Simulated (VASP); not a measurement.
Level of theory: LDA (Ceperley-Alder, Perdew-Zunger), VASP's LDA PAW potentials (set 64) (plane waves; VASP 6.6.1).

VASP input:

POSCAR:
```
CsPbBr3
1
    5.7790495156     0.0000000000     0.0000000000
   -0.0000000000     5.7790495156     0.0000000000
   -0.0000000000    -0.0000000000     5.7790495156
Cs Pb Br
1 1 3
Direct
  0.0000000000   0.0000000000   0.0000000000
  0.5000000000   0.5000000000   0.5000000000
  0.5000000000   0.0000000000   0.5000000000
  0.0000000000   0.5000000000   0.5000000000
  0.5000000000   0.5000000000   0.0000000000
```

**INCAR**
```
SYSTEM  =  CsPbBr3
PREC  =  Accurate; ENCUT  =  400; LREAL  =  F
LASPH  =  T
EDIFF  =  1E-8; NELM  =  100; ALGO  =  Normal
LMAXMIX  =  4
ISMEAR  =  0; SIGMA  =  0.05
IBRION  =  1; NSW  =  30; ISIF  =  2
EDIFFG  =  -0.001
LWAVE  =  F; LCHARG  =  F
```

**KPOINTS**
```
Automatic mesh
0
Gamma
4 4 4
0 0 0
```

POTCAR, in this order: Cs_sv Pb_d Br (LDA.64 set). Program: vasp_std.

Problem. What will the output report for the number of irreducible k-points (NKPTS), largest plane-wave count, number of space-group operations, FFT grid (NGX, NGY, NGZ)?

Solution. 
```json
{
 "number of irreducible k-points (NKPTS)": "10",
 "largest_plane_wave_count": "3544",
 "number_of_space_group_operations": "48",
 "FFT grid (NGX, NGY, NGZ)": "40 × 40 × 40"
}
```

The compound is CsPbBr3 in the cubic perovskite structure, the ideal cubic form; the compound distorts at low or room temperature. It was relaxed first. The start is the result of an earlier pass.
